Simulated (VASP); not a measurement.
Given:

```
Mo
1.0
    2.59641     0.00000     0.00000
    0.00000     2.59641     0.00000
    0.00000     0.00000    17.78930
Mo
4
Cartesian
  0.00000   0.00000   5.00000
  0.00000   0.00000   7.59640
  0.00000   0.00000  10.19290
  0.00000   0.00000  12.78930
```

Method: PBE GGA, VASP's PBE PAW potentials (set 64) (plane waves; VASP 6.6.1). Settings: 300 eV cut-off, 9×9×1 Γ-centred mesh, Fermi-Dirac smearing of 0.10 eV, potentials Mo_sv.

The cell holds a wide vacuum, so values per volume refer to the whole cell.

Give the energies of bands 19 to 32 at the high-symmetry points, in eV from the Fermi level.

```csv
band,Γ,X,M
19,-4.33,-3.24,-4.18
20,-4.06,-2.87,-3.84
21,-3.76,-2.67,-3.32
22,-3.71,-2.50,-3.32
23,-3.69,-2.36,-2.22
24,-3.45,-2.29,-2.22
25,-3.30,-0.83,-1.54
26,-2.45,-0.51,-0.77
27,-0.95,0.73,-0.77
28,0.46,0.98,0.33
29,0.61,1.01,0.68
30,0.97,1.22,0.68
31,0.97,1.31,2.76
32,1.82,1.56,5.19
```

It has no gap at this level: it comes out as a metal or semimetal.

The cell is a sheet with vacuum, built from a generated structure.
